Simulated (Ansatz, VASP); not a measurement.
**Cross-check of GaCuSe2 between VASP and Ansatz**

Wanted: the spread between two codes on one cell, functional and k mesh. The cell is taken from a series of runs on this material, whose earlier steps may have relaxed, scaled, displaced or heated it; both programs get it as it stands.

Main program and level: Ansatz 0.2.0; plane waves, with VASP 6.6.1 beside it; single point at HF with an exact-exchange share of 1.

### Step 1. Set-up

The structure is tetragonal, space group I-42d (No. 122). The conventional cell has a = 5.619 Å, b = 5.619 Å, c = 11.026 Å, α = 90.00°, β = 90.00°, γ = 90.00°. Nearest to Ga lie 4 Se at 2.42 Å. Nearest to Cu lie 4 Se at 2.42 Å. Se has 2 Ga at 2.42 Å and 2 Cu at 2.42 Å nearest. Farther neighbours and most contacts between anions are not listed.

### Step 2. VASP: single point, HF with an exact-exchange share of 1

A single point gives forces, pressure and levels at one fixed geometry, so differences don't come from the geometry; what else differs is listed under the comparison.

Lines of VASP's logs that name or quote its potential files are left out, and so is its time.

The run reads the wave functions of an earlier VASP run, which isn't shown here.

File INCAR:

```
SYSTEM = GaCuSe2
PREC = Accurate
ENCUT = 400
EDIFF = 1E-06
NELM = 100
ISMEAR = 0
SIGMA = 0.01
LREAL = .FALSE.
ALGO = Normal
LHFCALC = .TRUE.
AEXX = 1
GGA = PE
ALDAC = 0
AGGAC = 0
LASPH = .TRUE.
NBANDS = 44
PRECFOCK = Fast
LORBIT = 11
LWAVE = .FALSE.
LCHARG = .FALSE.
KPAR = 8
NCORE = 2
ISIF = 2
```

File POSCAR:

```
GaCuSe2
1.0
   -2.8095500000      2.8095500000      5.5130000000
    2.8095500000     -2.8095500000      5.5130000000
    2.8095500000      2.8095500000     -5.5130000000
Ga Cu Se
2 2 4
Direct
    0.5000000000      0.5000000000      0.0000000000
    0.2500000000      0.7500000000      0.5000000000
    0.0000000000      0.0000000000      0.0000000000
    0.7500000000      0.2500000000      0.5000000000
    0.3750000000      0.3756200000      0.5006200000
    0.6243800000      0.1250000000      0.9993800000
    0.8750000000      0.8743800000      0.4993800000
    0.1256200000      0.6250000000      0.0006200000
```

File KPOINTS:

```
Automatic mesh
0
Gamma
4 4 4
0 0 0
```

PAW data sets: Ga_d, Cu and Se (PBE family, release 64).

The run is started by

```bash
> mpirun -np 16 vasp_std
```

Numbers of over 12 decimals in the logs are rounded to 6 here.

Output:

```text
[banner, memory and clock lines left out]
running   16 mpi-ranks, on    1 nodes
 distrk:  each k-point on    2 cores,    8 groups
 distr:  one band on    2 cores,    1 groups

 POSCAR found type information on POSCAR GaCuSe
 POSCAR found :  3 types and       8 ions
 LDA part: xc-table for (Slater+PW92), standard interpolation
 found WAVECAR, reading the header
 POSCAR, INCAR and KPOINTS ok, starting setup
 FFT: planning ... GRIDC
 FFT: planning ... GRID_SOFT
 FFT: planning ... GRID
 reading WAVECAR
 the WAVECAR file was read successfully
 initial charge from wavefunction
 entering main loop
       N       E                     dE             d eps       ncg     rms          rms(c)
DAV:   1    -0.584812113329E+02   -0.58481E+02   -0.24387E+01  1752   0.168E+02    0.672E+00
DAV:   2    -0.604373139730E+02   -0.19561E+01   -0.17312E+01  1480   0.379E+01    0.144E+01
DAV:   3    -0.604190414093E+02    0.18273E-01   -0.27535E+00  1644   0.345E+01    0.125E+01
DAV:   4    -0.604975445324E+02   -0.78503E-01   -0.12990E+00  1628   0.170E+01    0.821E+00
DAV:   5    -0.605131812195E+02   -0.15637E-01   -0.25452E-01  1300   0.320E+00    0.478E+00
DAV:   6    -0.604901157965E+02    0.23065E-01   -0.36826E-02  1640   0.550E+00    0.255E+00
DAV:   7    -0.604847686565E+02    0.53471E-02   -0.31505E-02  1620   0.379E+00    0.132E+00
DAV:   8    -0.604861301403E+02   -0.13615E-02   -0.19828E-02  1596   0.110E+00    0.675E-01
DAV:   9    -0.604863653754E+02   -0.23524E-03   -0.45348E-03  1552   0.604E-01    0.336E-01
DAV:  10    -0.604861528069E+02    0.21257E-03   -0.17787E-03  1556   0.647E-01    0.146E-01
DAV:  11    -0.604860603119E+02    0.92495E-04   -0.82996E-04  1724   0.267E-01    0.698E-02
DAV:  12    -0.604860271397E+02    0.33172E-04   -0.29607E-04  1244   0.891E-02    0.319E-02
DAV:  13    -0.604860315363E+02   -0.43967E-05   -0.15091E-04  1584   0.101E-01    0.282E-02
DAV:  14    -0.604860401041E+02   -0.85678E-05   -0.58162E-05  1472   0.533E-02    0.280E-02
DAV:  15    -0.604860396339E+02    0.47024E-06   -0.18334E-05  1316   0.284E-02    0.249E-02
DAV:  16    -0.604860376337E+02    0.20002E-05   -0.91551E-06  1332   0.266E-02    0.152E-02
DAV:  17    -0.604860374234E+02    0.21030E-06   -0.56068E-06  1228   0.146E-02
   1 F= -.60486037E+02 E0= -.60486037E+02  d E =-.591140E-57
```

From OUTCAR (step 2):

```text
ion  position               nearest neighbor table
   1  0.500  0.500  0.000-   7 2.42   8 2.42   5 2.42   6 2.42
   2  0.250  0.750  0.500-   5 2.42   6 2.42   8 2.42   7 2.42
   3  0.000  0.000  0.000-   6 2.42   8 2.42   7 2.42   5 2.42
   4  0.750  0.250  0.500-   5 2.42   7 2.42   6 2.42   8 2.42
   5  0.375  0.376  0.501-   2 2.42   1 2.42   4 2.42   3 2.42
   6  0.624  0.125  0.999-   2 2.42   1 2.42   4 2.42   3 2.42
   7  0.875  0.874  0.499-   1 2.42   2 2.42   3 2.42   4 2.42
   8  0.126  0.625  0.001-   1 2.42   2 2.42   3 2.42   4 2.42

  LATTYP: Found a body centered tetragonal cell.
 ALAT       =     5.6191000000
 C/A-ratio  =     1.9622359453

 Subroutine GETGRP returns: Found  8 space group operations
 (whereof  4 operations were pure point group operations)

The static configuration has the point symmetry S_4 .
 The point group associated with its full space group is D_2d.

 Found     13 irreducible k-points:

   k-points           NKPTS =     13   k-points in BZ     NKDIM =     64   number of bands    NBANDS=     44

   dimension x,y,z NGX =    48 NGY =   48 NGZ =   48
   dimension x,y,z NGXF=    96 NGYF=   96 NGZF=   96

   ENCUT  =  400.0 eV  29.40 Ry    5.42 a.u.  11.08 11.08 11.08*2*pi/ulx,y,z

   NELECT =      72.0000    total number of electrons

 k-points in reciprocal lattice and weights: Automatic mesh
   0.00000000  0.00000000  0.00000000       0.016
   0.25000000  0.00000000  0.00000000       0.125
   0.50000000  0.00000000  0.00000000       0.062
   0.25000000  0.25000000  0.00000000       0.125
   0.50000000  0.25000000  0.00000000       0.250
  -0.25000000  0.25000000  0.00000000       0.062
   0.50000000  0.50000000  0.00000000       0.031
   0.25000000  0.25000000  0.25000000       0.031
  -0.25000000  0.25000000  0.25000000       0.062
   0.50000000  0.50000000  0.25000000       0.062
  -0.25000000  0.50000000  0.25000000       0.125
  -0.25000000 -0.25000000  0.25000000       0.031
   0.50000000  0.50000000  0.50000000       0.016

  exchange ACFDT corr.  =         0.00000000  see jH, gK, PRB 81, 115126

 average (electrostatic) potential at core
       1 -36.5414       2 -36.5414       3 -32.0852       4 -32.0852       5 -37.0686
       6 -37.0686       7 -37.0686       8 -37.0686

 E-fermi :   0.8680

 k-point     1 :       0.0000    0.0000    0.0000
  band No.  band energies     occupation
    ...
     32      -2.1628      2.00000
     33      -2.1628      2.00000
     34       0.6768      2.00000
     35       0.6768      2.00000
     36       0.7574      2.00000
     37       9.1035      0.00000
     38       9.8049      0.00000
     39      10.7384      0.00000
     40      12.6514      0.00000
     41      12.6514      0.00000
    ...

 k-point     2 :       0.2500    0.0000    0.0000
  band No.  band energies     occupation
    ...
     32      -1.8608      2.00000
     33      -1.6448      2.00000
     34      -0.8878      2.00000
     35      -0.0058      2.00000
     36       0.4263      2.00000
     37      10.2782      0.00000
     38      10.9509      0.00000
     39      11.0782      0.00000
     40      11.9843      0.00000
     41      12.0813      0.00000
    ...

 k-point     3 :       0.5000    0.0000    0.0000
  band No.  band energies     occupation
    ...
     32      -1.7269      2.00000
     33      -1.6292      2.00000
     34      -1.1407      2.00000
     35      -0.8497      2.00000
     36      -0.1572      2.00000
     37      11.0502      0.00000
     38      11.2790      0.00000
     39      11.6880      0.00000
     40      12.7674      0.00000
     41      12.9359      0.00000
    ...

  Total        6.9744833      6.9744833      6.7786432      0.0000000      0.0000000      0.0000000
  in kB       64.1949860     64.1949860     62.3924217      0.0000000      0.0000000      0.0000000
  external PRESSURE =      63.5941312 kB  Pullay stress =       0.0000000 kB

  energy-cutoff  :      400.00
  volume of cell :      174.07
      direct lattice vectors                 reciprocal lattice vectors
    -2.809550000  2.809550000  5.513000000     0.000000000  0.177964443  0.090694722
     2.809550000 -2.809550000  5.513000000     0.177964443  0.000000000  0.090694722
     2.809550000  2.809550000 -5.513000000     0.177964443  0.177964443  0.000000000

 POSITION                                       TOTAL-FORCE (eV/Angst)
 -----------------------------------------------------------------------------------
      0.00000      0.00000      5.51300        -0.000000      0.000000     -0.000000
      2.80955     -0.00000      2.75650        -0.000000      0.000000      0.000000
      0.00000      0.00000      0.00000        -0.000000      0.000000      0.000000
     -0.00000      2.80955      2.75650        -0.000000      0.000000     -0.000000
      1.40826      1.40478      1.37825         1.020517      0.000000     -0.000000
      1.40477      4.21084     -1.37825        -0.000000     -1.020517      0.000000
      1.40129      1.40477      6.89125        -1.020517      0.000000      0.000000
      1.40478     -1.40129      4.13475        -0.000000      1.020517     -0.000000
 -----------------------------------------------------------------------------------
    total drift:                               -0.000017     -0.000020     -0.000023

  FREE ENERGIE OF THE ION-ELECTRON SYSTEM (eV)
  ---------------------------------------------------
  free  energy   TOTEN  =       -60.4860374234 eV

  energy  without entropy=      -60.4860374234  energy(sigma->0) =      -60.48603742

 total charge
# of ion       s       p       d       tot
------------------------------------------
    1        0.694   0.705  10.082  11.481
    2        0.694   0.705  10.082  11.481
    3        0.282   0.309   9.588  10.180
    4        0.282   0.309   9.588  10.180
    5        1.485   2.634   0.037   4.156
    6        1.485   2.634   0.037   4.156
    7        1.485   2.634   0.037   4.156
    8        1.485   2.634   0.037   4.156
--------------------------------------------------
tot          7.894  12.563  39.489  59.946

[... 3 further parts left out ...]
```

This run has no spin polarisation, so a moment on Cu, if there is one, isn't seen.

(Part 1 of 2 ends here.)

[Lines on the potential files, build, host, timing and source positions are cut from VASP's logs without a mark.]

[Logs are printed without paths, hosts, clocks, repeated set-up lines and the standing remarks that a program may print on its own settings, such as how far it seeks lower states.]

[Hosts, paths, dates, database ids (printed as entryN), source tags and the programs' standing remarks are cut or masked in the printed files.]
